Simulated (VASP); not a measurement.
An input for Ansatz (written as the equivalent of a VASP run, and not itself run):

Ansatz 0.2 input:
```yaml
crystal:
  lattice:
    - [1.6358615, -2.8333956, 0.0000000]
    - [1.6358615, 2.8333956, 0.0000000]
    - [0.0000000, 0.0000000, 13.0597258]
  atoms:
    - { symbol: Mo, position: [0.3333330, 0.6666670, 0.2500000] }
    - { symbol: Mo, position: [0.6666670, 0.3333330, 0.7500000] }
    - { symbol: Se, position: [0.3333330, 0.6666670, 0.8775691] }
    - { symbol: Se, position: [0.6666670, 0.3333330, 0.3775691] }
    - { symbol: Se, position: [0.6666670, 0.3333330, 0.1224309] }
    - { symbol: Se, position: [0.3333330, 0.6666670, 0.6224309] }
kpoints:
  mp_grid: { grid: [8, 8, 2] }
hamiltonian:
  xc: pbesol
  pseudopotentials: { kind: paw }
scf:
  occupations: { method: gaussian, width: 0.05 }
  max_iter: 100
relax:
  max_steps: 40
  f_tol: 0.02
  cell: { p_target: 5 }
output: { forces: true, stress: true, eigenvalues: true }
```

Translate this input to VASP (INCAR, KPOINTS, POSCAR, choice of POTCAR).

One answer among several that fit: 
File KPOINTS:
```
kpoints
0
G
  8 8 2
```

**INCAR**
```
SYSTEM  =  MoSe2
PREC  =  Accurate; ENCUT  =  500; LREAL  =  .FALSE.
LASPH  =  .TRUE.
EDIFF  =  1E-6; NELM  =  100; ALGO  =  Normal
LMAXMIX  =  4
ISMEAR  =  0; SIGMA  =  0.05
GGA  =  PS
IBRION  =  2; NSW  =  40; ISIF  =  3
EDIFFG  =  -0.02; PSTRESS  =  50
LWAVE  =  .FALSE.; LCHARG  =  .FALSE.
```

**POSCAR**
```
MoSe2
1.0
  1.6358614927  -2.8333956341   0.0000000000
  1.6358614927   2.8333956341   0.0000000000
  0.0000000000   0.0000000000  13.0597258452
Mo Se
2 4
Cart
  1.6358614927   0.9444671003   3.2649314613
  1.6358614927  -0.9444671003   9.7947943839
  1.6358614927   0.9444671003  11.4608119045
  1.6358614927  -0.9444671003   4.9309489819
  1.6358614927  -0.9444671003   1.5989139407
  1.6358614927   0.9444671003   8.1287768633
```

POTCAR, in this order: Mo_sv Se (PBE.64 set). Program: vasp_std.

Limits of the translation: each code has its own PAW files, so the cut-off isn't converted (ENCUT is set for VASP's; basis.ecutwfc is left out, and Ansatz then takes the one that its files recommend); Ansatz stops its SCF on the density residual and VASP on the energy change (EDIFF).

The compound is MoSe2 in the 2H layered structure. This run relaxes it under an external pressure of 5 GPa. Symmetry was kept, so distortions that lower it aren't found.
